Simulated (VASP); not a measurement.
Output of a VASP run:

**OSZICAR**
```
       N       E                     dE             d eps       ncg     rms          rms(c)
DAV:   1     0.224467720373E+03    0.22447E+03   -0.12276E+04  8240   0.384E+03
DAV:   2     0.294710387153E+02   -0.19500E+03   -0.19001E+03  7208   0.714E+02
DAV:   3    -0.712619423818E+01   -0.36597E+02   -0.36115E+02  7864   0.192E+02
DAV:   4    -0.898312840121E+01   -0.18569E+01   -0.18511E+01  8460   0.519E+01
DAV:   5    -0.901761436322E+01   -0.34486E-01   -0.34476E-01  7980   0.761E+00    0.345E+00
DAV:   6    -0.895216368189E+01    0.65451E-01   -0.30680E-02  8008   0.176E+00    0.205E+00
DAV:   7    -0.891364569270E+01    0.38518E-01   -0.63943E-02  7616   0.243E+00    0.321E-01
DAV:   8    -0.891470393905E+01   -0.10582E-02   -0.55808E-03  7996   0.934E-01    0.130E-01
DAV:   9    -0.891563585423E+01   -0.93192E-03   -0.11206E-03  7592   0.346E-01    0.261E-02
DAV:  10    -0.891565216685E+01   -0.16313E-04   -0.83501E-05  9148   0.177E-01    0.101E-02
DAV:  11    -0.891565877151E+01   -0.66047E-05   -0.97783E-06  7668   0.400E-02    0.491E-03
DAV:  12    -0.891566051452E+01   -0.17430E-05   -0.17668E-06  6352   0.134E-02    0.300E-03
DAV:  13    -0.891566090219E+01   -0.38768E-06   -0.33427E-07  5008   0.614E-03
   1 F= -.89156609E+01 E0= -.89155204E+01  d E =-.281028E-03  mag=     0.0000    -0.0000     0.0000
```

**OUTCAR**
```
------------------------ aborting loop because EDIFF is reached ----------------------------------------
  FORCE on cell =-STRESS in cart. coord.  units (eV):
  Direction    XX          YY          ZZ          XY          YZ          ZX
  --------------------------------------------------------------------------------------
  Total        2.2123999      1.3164400      2.2353203      0.0000000     -0.4092600      0.0000000
  in kB       82.0212543     48.8049464     82.8709957      0.0000000    -15.1726725      0.0000000
  external PRESSURE =      71.2323988 kB  Pullay stress =       0.0000000 kB
  volume of cell :       43.22
      direct lattice vectors                 reciprocal lattice vectors
     0.000000000  2.866157000  2.744835000    -0.182040669  0.174449620  0.182160312
     2.746639000  0.000000000  2.744835000     0.182040669 -0.174449620  0.182160312
     2.746639000  2.866157000  0.000000000     0.182040669  0.174449620 -0.182160312
 POSITION                                       TOTAL-FORCE (eV/Angst)
 -----------------------------------------------------------------------------------
      0.00000      0.00000      0.00000         0.446308      0.000000      0.000000
      1.40925      1.43308      1.37242        -0.446308      0.000000      0.000000
 -----------------------------------------------------------------------------------
    total drift:                                0.000017      0.000002      0.000002
  FREE ENERGIE OF THE ION-ELECTRON SYSTEM (eV)
  ---------------------------------------------------
  free  energy   TOTEN  =        -8.9156609022 eV

  energy  without entropy=       -8.9153798743  energy(sigma->0) =       -8.91552039

 Ion:    1  E_soc:     -0.0184109

 Ion:    2  E_soc:     -0.0184109
```
(Selected blocks of OUTCAR.)

POSCAR:
```
Ge
1
    0.0000000000     2.8661570000     2.7448350000
    2.7466390000     0.0000000000     2.7448350000
    2.7466390000     2.8661570000     0.0000000000
Ge
2
Direct
  0.0000000000   0.0000000000   0.0000000000
  0.2434590000   0.2565410000   0.2565410000
```

**Question.** Write an INCAR and KPOINTS that could have produced this output.

**Answer.** Several could match; the one computed here: the input of the run itself, PBE GGA with spin-orbit coupling, plane waves, VASP's PBE PAW potentials (set 64).

File KPOINTS:
```
K-points
0
G
7 7 7
```

### INCAR
```
ALGO  =  Normal
EDIFF  =  1E-6
ENCUT  =  400
GGA  =  PE
GGA_COMPAT  =  .False.
ISIF  =  2
ISMEAR  =  0
LASPH  =  .True.
LCHARG  =  .False.
LMAXMIX  =  4
LREAL  =  .False.
LSORBIT  =  .True.
LWAVE  =  .False.
MAGMOM  =  0 0 0 0 0 0
NELM  =  100
PREC  =  Accurate
SIGMA  =  0.05
SYSTEM  =  Ge
```

POTCAR, in this order: Ge_d (PBE.64 set). Program: vasp_ncl.

The compound is Ge in the diamond structure. The cell was not relaxed at this level, atoms are displaced from their ideal sites. The run is one of a series of settings (GGA_COMPAT = .FALSE., LSORBIT = .TRUE., MAGMOM = 0 0 0 0 0 0, program vasp_ncl against the base run), some of them coarse on purpose.
